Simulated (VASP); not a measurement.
Input of a VASP 6.6.1 run:

INCAR

```
SYSTEM = HfWF3
PREC     = Accurate       ! precision mode
ENCUT    = 520            ! plane-wave cutoff, eV
EDIFF    = 1E-6           ! SCF threshold, eV
ISMEAR   = -5             ! smearing method
SIGMA    = 0.05           ! smearing width, eV
LREAL    = .FALSE.        ! projectors in reciprocal space
LASPH    = .TRUE.         ! aspherical terms in the spheres
NELM     = 60             ! most SCF steps
ALGO     = Normal         ! electronic algorithm
ISIF     = 2              ! what is computed and relaxed
LWAVE    = .FALSE.        ! write WAVECAR
LCHARG   = .FALSE.        ! write CHGCAR
GGA      = RP             ! functional
ICORELEVEL= 1            
BMIX     = 2.0
```

File KPOINTS:

```
regular mesh
0
Monkhorst
  7 7 6
  0 0 0
```

POSCAR

```
HfWF3
4.6132
    0.999991762768     -0.000738966444     -0.001759082632
   -0.500635784271      0.830715555363     -0.006448235498
   -0.001832567415     -0.008814922397      1.011999696523
Hf W F
1 1 3
Direct
    0.0000000000      0.0000000000      0.5000000000
    0.0000000000      0.0000000000      0.0000000000
    0.5000000000      0.0000000000      0.0000000000
    0.0000000000      0.5000000000      0.0000000000
    0.5000000000      0.5000000000      0.0000000000
```

Potentials or basis: VASP PAW PBE potentials, release 64 (Hf_pv, W_sv, F).

Launch:

```bash
$ cat potpaw_PBE.64/Hf_pv/POTCAR potpaw_PBE.64/W_sv/POTCAR potpaw_PBE.64/F/POTCAR > POTCAR
$ mpirun -np 1 vasp_std > vasp.out
```

What does it give for the pressure?

12.5 GPa.

Core levels (eV, on the scale of the bands):
```tsv
atom	levels
1 Hf	1s -65252.9, 2s -11151.5, 2p -9788.7, 3s -2534.9, 3p -2128.0, 3d -1647.0, 4s -504.5, 4p -371.0, 4d -198.7, 4f -9.1, 5s -59.3
2 W	1s -69460.3, 2s -11980.8, 2p -10474.4, 3s -2753.4, 3p -2307.5, 3d -1795.4, 4s -561.8, 4p -415.6, 4d -230.5, 4f -25.4
3 F	1s -650.7
4 F	1s -651.2
5 F	1s -651.2
```

Caveat: the PAW data sets were made with another functional, which shifts forces and pressure a little; an odd number of electrons without spin polarisation forces a metal; a magnetic or distorted state may lie lower; tetrahedron occupations give inexact forces and stress in metals. The run has no spin-orbit coupling, so splittings on Hf, W are missing.
